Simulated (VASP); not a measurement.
VASP ran on this input.

**INCAR**
```
SYSTEM = La
PREC = Accurate
ENCUT = 400
EDIFF = 1E-6
NELM = 100
ALGO = Normal
LREAL = .FALSE.
LASPH = .TRUE.
ISMEAR = 1
SIGMA = 0.1
GGA = PE
LMAXMIX = 6
LWAVE = .FALSE.
LCHARG = .FALSE.
ISIF = 2
NBANDS = 20
```

POSCAR:
```
La
1
    1.9227000000    -3.3302140000     0.0000000000
    1.9227000000     3.3302140000     0.0000000000
    0.0000000000     0.0000000000    12.4032000000
La
4
Direct
  0.0000000000   0.0000000000   0.5000000000
  0.0000000000   0.0000000000   0.0000000000
  0.3333330000   0.6666670000   0.2500000000
  0.6666670000   0.3333330000   0.7500000000
```

**KPOINTS**
```
Automatic mesh
0
Gamma
7 7 2
0 0 0
```

POTCAR, in this order: La (PBE.64 set). Program: vasp_std.

The resulting files:

**standard output**
```
 POSCAR found type information on POSCAR La
 POSCAR found :  1 types and       4 ions
 Reading from existing POTCAR
 Reading from existing POTCAR
 LDA part: xc-table for (Slater+PW92), standard interpolation

 -----------------------------------------------------------------------------
|                                                                             |
|     EEEEEEE  RRRRRR   RRRRRR   OOOOOOO  RRRRRR      ###     ###     ###     |
|     E        R     R  R     R  O     O  R     R     ###     ###     ###     |
|     E        R     R  R     R  O     O  R     R     ###     ###     ###     |
|     EEEEE    RRRRRR   RRRRRR   O     O  RRRRRR       #       #       #      |
|     E        R   R    R   R    O     O  R   R                               |
|     E        R    R   R    R   O     O  R    R      ###     ###     ###     |
|     EEEEEEE  R     R  R     R  OOOOOOO  R     R     ###     ###     ###     |
|                                                                             |
|     The number of bands is not sufficient to hold all electrons. I am       |
|     sorry, but this calculation does not make sense. If you want to         |
|     calculate only selected states, you need to set either EFERMI or        |
|     EREF. EREF specifies around which energy states are supposed to be      |
|     calculated.                                                             |
|     I found NBANDS = 20, NELECT = 44.                                       |
|                                                                             |
|       ---->  I REFUSE TO CONTINUE WITH THIS SICK JOB ... BYE!!! <----       |
|                                                                             |
 -----------------------------------------------------------------------------
```

### Question
From input and log, find the fault in this run and mend it.

### Answer
The cause: NBANDS is too small to hold all electrons. VASP stops with an error: The number of bands is not sufficient to hold all electrons. I am sorry, but this calculation does not make sense. If you want to calculate only selected states, you need to set either EFERMI or EREF. EREF specifies around which energy states are supposed to be calculated. I found NBANDS = 20, NELECT = 44. ----> I REFUSE TO CONTINUE WITH THIS SICK JOB ... BYE!!! <---- To mend it, remove NBANDS.

The mended run (PBE GGA, plane waves, VASP's PBE PAW potentials (set 64)) converges, and its OSZICAR ends with
```
   1 F= -.19524348E+02 E0= -.19524408E+02  d E =0.179331E-03
```

The compound is La in the dhcp structure. The cell was not relaxed at this level.
